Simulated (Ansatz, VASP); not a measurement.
# Cross-check of AgH3Pb between VASP and Ansatz

Aim: how closely do two programs agree when they are given the same cell, functional and k mesh? The cell is generated by rule, not measured, and may not be a known phase. Of the first pair: The cell is taken from a series of runs on this material, whose earlier steps may have relaxed, scaled, displaced or heated it; both programs get it as it stands.

Program: Ansatz 0.2.0. Level of theory: plane waves, with VASP 6.6.1 beside it; relaxation of cell and atoms at PBEsol. Results are calculated unless marked as measured.

## Step 1: The structure

Symmetry: Pm-3m, No. 221, cubic system. The conventional cell has a = 4.137 Å, b = 4.137 Å, c = 4.137 Å, α = 90.00°, β = 90.00°, γ = 90.00°. Ag has 12 H at 2.93 Å nearest. Nearest to Pb lie 6 H at 2.07 Å. Nearest to H lie 2 Pb at 2.07 Å. Farther neighbours are not listed.

## Step 2: Ansatz: relaxation of cell and atoms, PBEsol, pair 1

Ansatz runs on its PAW soft_1 files.

The relaxed volume is the usual yardstick between codes: in a stiff, nearly cubic crystal its relative difference is about their pressure difference at one cell divided by the bulk modulus.

Input file input.yaml:

```yaml
crystal:
  lattice:
    - [4.1369146806, 0.0, 0.0]
    - [0.0, 4.1369146806, 0.0]
    - [0.0, 0.0, 4.1369146806]
  atoms:
    - { symbol: Ag, position: [0.0, 0.0, 0.0] }
    - { symbol: Pb, position: [0.5, 0.5, 0.5] }
    - { symbol: H, position: [0.5, 0.5, 0.0] }
    - { symbol: H, position: [0.5, 0.0, 0.5] }
    - { symbol: H, position: [0.0, 0.5, 0.5] }
kpoints:
  mp_grid: { grid: [8, 8, 8] }
hamiltonian:
  xc: pbesol
  pseudopotentials: { kind: paw, azcp: { folder: soft_1 }, xc_functional: pbe }
scf:
  occupations: { method: gaussian, width: 0.1 }
output:
  forces: true
  stress: true
  eigenvalues: true
relax:
  adjacent_minimum: "off"
  f_tol: 0.005
  max_steps: 80
  cell: { stress_tol: 0.05 }
```

Run with:

```console
ansatz run input.yaml --threads 4 --pin off --max-ram 16384MiB --backend cpu --events-out ev --progress --plain --runs-dir out
```

Numbers of over 12 decimals in the logs are rounded to 6 here.

What it wrote:

```text
Engine: ansatz 0.2.0, aarch64-unknown-linux-gnu
Pseudopotentials: kind: paw
Pseudopotential: Ag, paw, valence charge 19, recommended cutoff 420 eV (normal), soft_1/Ag.paw.azcp
Pseudopotential: Pb, paw, valence charge 14, recommended cutoff 420 eV (normal), soft_1/Pb.paw.azcp
Pseudopotential: H, paw, valence charge 1, recommended cutoff 420 eV (normal), soft_1/H.paw.azcp
Functional definition: PBEsol
  exchange = pbesol_x
  correlation = pbesol_c
Crystal: 5 atoms, lattice volume = 70.799 Å³
Basis set: ecut = 420 eV, 1357 PW (Γ), exchange–correlation on 60×60×60 points (8 copies of the dense FFT grid, shifted against one another)
Bands: 23, of which v1, the nominal top of the filled ones, is band 18 counted from 1 (17 counted from 0)
Symmetry: 48 space group operations
Space group: Pm-3m (ITA 221), of the structure as read, at distance tolerance 4.1e-5 Å
k-points: 35 of 512
Non-local potential: Ag, projectors of the file, l = 0: 3, l = 1: 2, l = 2: 2, l = 3: 1
Non-local potential: Pb, projectors of the file, l = 0: 2, l = 1: 2, l = 2: 2, l = 3: 1
Non-local potential: H, projectors of the file, l = 0: 2, l = 1: 1
PAW form: soft (Blöchl's): semilocal exchange-correlation on the pseudo side does not see the compensation charge
PAW frozen core: Ag, regenerated for the run's functional, and the local potential with it (the file was generated under x = pbe(κ = 0.804, μ = 0.219515), c = pbe(β = 0.066725))
PAW frozen core: Pb, regenerated for the run's functional, and the local potential with it (the file was generated under x = pbe(κ = 0.804, μ = 0.219515), c = pbe(β = 0.066725))
PAW one-centre angular grid: Ag, 590 points (default); XC on 64 Gauss nodes
PAW one-centre angular grid: Pb, 590 points (default); XC on 64 Gauss nodes
PAW one-centre angular grid: H, 110 points (default); XC on 64 Gauss nodes
Initial density: superposition of atomic densities (chi_scale 0.1, normalization cell, long waves kept (reshape's long-wave potential 0.00 eV rms))
Initial wavefunctions: pseudopotential atomic-orbital guess
Functional: x = pbesol(κ = 0.804, μ = 0.123457), c = pbesol(β = 0.046)
SCF iter   1: F=—  HF=-19323.308162 eV  |F-HF|=—  |Δ(HF+E_count)|=         —  Δρ=4.24e-2  dr2=1.47e0  ethr=3.10e-3  ⟨swp⟩=6.2  Hψ=3582  notcnv=0
preconditioner: auto → Kerker (q_TF=auto, 2.437 Å⁻¹)  [metal: Δε(μ)=0.089 eV  Ē_g=12.068 eV  σ=0.100 eV  W_gap=0.46  n_scr=18 (ndim 8)  ℏωp=23.4 eV  f_vac=0.000  D(μ)=1.03/eV (n_scr^D=6)]
SCF iter   2: F=—  HF=-19322.899432 eV  |F-HF|=—  |Δ(HF+E_count)|=   4.09e-1  Δρ=2.26e-2  dr2=4.56e-1  ethr=3.10e-3  ⟨swp⟩=2.3  Hψ=1236  notcnv=0  defer=24
SCF iter   3: F=—  HF=-19322.735888 eV  |F-HF|=—  |Δ(HF+E_count)|=   1.64e-1  Δρ=4.70e-3  dr2=1.03e-2  ethr=1.27e-3  ⟨swp⟩=2.9  Hψ=1427  notcnv=0  defer=25
SCF iter   4: F=—  HF=-19322.736640 eV  |F-HF|=—  |Δ(HF+E_count)|=   7.52e-4  Δρ=1.81e-3  dr2=1.51e-3  ethr=2.86e-5  ⟨swp⟩=2.1  Hψ=1665  notcnv=0  defer=25
SCF iter   5: F=—  HF=-19322.736665 eV  |F-HF|=—  |Δ(HF+E_count)|=   2.50e-5  Δρ=4.70e-4  dr2=1.28e-4  ethr=4.20e-6  ⟨swp⟩=2.3  Hψ=1377  notcnv=0  defer=25
SCF iter   6: F=—  HF=-19322.736661 eV  |F-HF|=—  |Δ(HF+E_count)|=   4.08e-6  Δρ=1.05e-4  dr2=6.32e-6  ethr=3.56e-7  ⟨swp⟩=2.2  Hψ=1365  notcnv=0  defer=25
SCF iter   7: F=—  HF=-19322.736641 eV  |F-HF|=—  |Δ(HF+E_count)|=   2.02e-5  Δρ=1.99e-5  dr2=2.67e-7  ethr=1.76e-8  ⟨swp⟩=2.0  Hψ=1095  notcnv=0  defer=25
SCF iter   8: F=-19322.736641 eV  HF=-19322.736641 eV  |F-HF|=1.15e-8  |Δ(HF+E_count)|=   1.41e-7  Δρ=6.54e-6  dr2=3.11e-8  ethr=2.78e-10  ⟨swp⟩=10.0  Hψ=3906  notcnv=0
SCF 1 converged in 8 iterations: F = -19322.736641 eV  dr2 = 3.11e-8
  greatest PAW one-centre occupation: 1.001 electrons in one spin orbital (limit 2), on the Ag atom at site 0 (counted from 0), in its partial waves of l = 0
relax step   1: F+E_penalty+E_count = -19322.73664133 eV  Δ(F+E_penalty+E_count) = +0.000e0 eV  max|allowed force component| = 5.380e-29 eV/Å  Δτ_max = 0.0000 Å  P = -0.002 GPa  Ω = 70.799 Å³  (8 SCF iters, dr2 threshold 1.00e-7 eV, accepted)
Initial density: handed on by an earlier stage of this run
Initial wavefunctions: pseudopotential atomic-orbital guess (no wavefunctions were taken with the density)
iter 1 solved again at ethr=4.81e-8 eV; its pass at ethr=3.10e-3 eV (dr2=1.73e-5 eV) is discarded
SCF iter   1: F=—  HF=-19322.736645 eV  |F-HF|=—  |Δ(HF+E_count)|=         —  Δρ=6.62e-6  dr2=3.19e-8  ethr=4.81e-8  ⟨swp⟩=4.2  Hψ=6143  notcnv=0
preconditioner: auto → Kerker (q_TF=auto, 2.437 Å⁻¹)  [metal: Δε(μ)=0.007 eV  Ē_g=12.562 eV  σ=0.100 eV  W_gap=0.04  n_scr=18 (ndim 8)  ℏωp=23.4 eV  f_vac=0.000  D(μ)=1.56/eV (n_scr^D=6)]
SCF iter   2: F=—  HF=-19322.736641 eV  |F-HF|=—  |Δ(HF+E_count)|=   4.13e-6  Δρ=4.35e-6  dr2=1.64e-8  ethr=8.87e-11  ⟨swp⟩=2.9  Hψ=1468  notcnv=0
SCF iter   3: F=—  HF=-19322.736641 eV  |F-HF|=—  |Δ(HF+E_count)|=   7.48e-9  Δρ=2.00e-6  dr2=3.17e-9  ethr=4.55e-11  ⟨swp⟩=2.3  Hψ=1101  notcnv=0
SCF iter   4: F=—  HF=-19322.736641 eV  |F-HF|=—  |Δ(HF+E_count)|=  2.15e-10  Δρ=6.51e-7  dr2=3.77e-10  ethr=8.80e-12  ⟨swp⟩=2.3  Hψ=1168  notcnv=0
SCF iter   5: F=-19322.736641 eV  HF=-19322.736641 eV  |F-HF|=1.09e-11  |Δ(HF+E_count)|=  6.91e-11  Δρ=1.39e-7  dr2=1.40e-11  ethr=1.00e-12  ⟨swp⟩=5.0  Hψ=3856  notcnv=0
SCF 2 converged in 5 iterations: F = -19322.736641 eV  dr2 = 1.40e-11
relax step   2: F+E_penalty+E_count = -19322.73664133 eV  Δ(F+E_penalty+E_count) = -3.743e-9 eV  max|allowed force component| = 4.053e-28 eV/Å  Δτ_max = 0.0000 Å  P = -0.002 GPa  Ω = 70.799 Å³  stress off target by 2.02e-3 GPa  SCF on the basis re-selected at this cell (its energy is not comparable with the rows above)  (5 SCF iters)
basis re-selected at this cell: Δ(F+E_penalty+E_count) = -3.743e-9 eV, ΔP = +0.000 GPa vs the last step (what re-selecting the basis moved, of the pressure what is left beyond the Pulay correction that the steps carried, after the strain that the cell walked since its last selection, with what the two solves' SCF thresholds leave and, on support functions, any second-order correction that the steps lacked; it is no m [...]
SCF converged after 5 iterations
Free energy (F): -19322.736641 eV
Harris-Foulkes:  -19322.736641 eV  (|F-HF|=1.09e-11)
Internal energy: -19322.728829 eV  (E = F + TS)
E sigma→0 (E₀):  -19322.732735 eV
Entropy (-TS):   -0.007812 eV (-1.562 meV/atom)
Fermi energy:    8.254420 eV
--- Per-component energies (eV) ---
  E_band       = -456.845814
  E_kinetic    = 800.290380
  E_local      = -4154.249908  (includes V_loc(G=0)·N_el)
  E_nonlocal   = 346.759324
  E_hartree    = 1849.344171
  E_xc         = -384.359880
  E_vxc        = -367.808623  (∫ρ·V_xc dr)
  E_paw        = -14137.439755  (= ΣΔE_a)
  E_vpaw       = -780.523357  (= ΣTr[D̂ρ^β])
  E_aug_tail   = -0.002137  (compensation charges beyond the density's cutoff)
  E_ewald      = -3643.455935
  E_core_change = 0.384910  (= ΣΔE_core)
  E_smearing   = -0.007812  (= −TS)
  E_closure    = -0.000000  (closes the sum)
  Σ components = -19322.736641   (vs F -19322.736641, Δ=0.00e0)
--- Forces (eV/Å), atoms counted from 1 ---
  atom   1  Ag     0.00000000     0.00000000     0.00000000
  atom   2  Pb     0.00000000     0.00000000     0.00000000
  atom   3  H     -0.00000000    -0.00000000     0.00000000
  atom   4  H     -0.00000000    -0.00000000    -0.00000000
  atom   5  H      0.00000000    -0.00000000     0.00000000
  max |Σ_I F_I| component: 4.98e-28 eV/Å
--- Stress (GPa, compression-positive) ---
       -0.002016      -0.000000       0.000000
        0.000000      -0.002016       0.000000
        0.000000       0.000000      -0.002016
  P = ⅓ Tr σ = -0.0020 GPa (-0.020 kbar)
--- Band table (eV; the first three rows and the last of 35) ---
  k-point 0: bands = [... 14 lower, 4.5835, 7.3070, 7.3070, 8.1592, 8.9361, 8.9361, 8.9361, 14.4522, ... 1 higher]
  k-point 1: bands = [... 14 lower, 4.5836, 6.1091, 7.2738, 7.9645, 9.1090, 9.1090, 10.7189, 13.6697, ... 1 higher]
  k-point 2: bands = [... 14 lower, 4.5839, 5.0027, 7.1901, 8.2399, 9.5792, 9.5792, 12.2204, 13.0122, ... 1 higher]
  k-point 34: bands = [... 14 lower, 4.7260, 5.4176, 5.4176, 5.4176, 9.4394, 9.9682, 9.9682, 9.9682, ... 1 higher]
--- Relaxed structure (1 steps of the walk, 1 accepted, 1 SCFs on fresh bases) ---
  F+E_penalty+E_count = -19322.73664133 eV   max|allowed force component| = 4.053e-28 eV/Å   (the final SCF, on the basis selected at the relaxed cell)
  cell:  # Å, volume = 70.7994 Å³
    - [4.1369146806, 0.0, 0.0]
    - [0.0, 4.1369146806, 0.0]
    - [0.0, 0.0, 4.1369146806]
  atoms:
    - { symbol: Ag, position: [0.0, 0.0, 0.0] }
    - { symbol: Pb, position: [0.500000, 0.500000, 0.500000] }
    - { symbol: H, position: [0.500000, 0.500000, 0.0] }
    - { symbol: H, position: [0.500000, 0.0, 0.500000] }
    - { symbol: H, position: [0.0, 0.500000, 0.500000] }
```

(Part 1 of 2 ends here.)

[Lines on the potential files, build, host, timing and source positions are cut from VASP's logs without a mark.]

[Logs are printed without paths, hosts, clocks, repeated set-up lines and the standing remarks that a program may print on its own settings, such as how far it seeks lower states.]

[Hosts, paths, dates, database ids (printed as entryN), source tags and the programs' standing remarks are cut or masked in the printed files.]
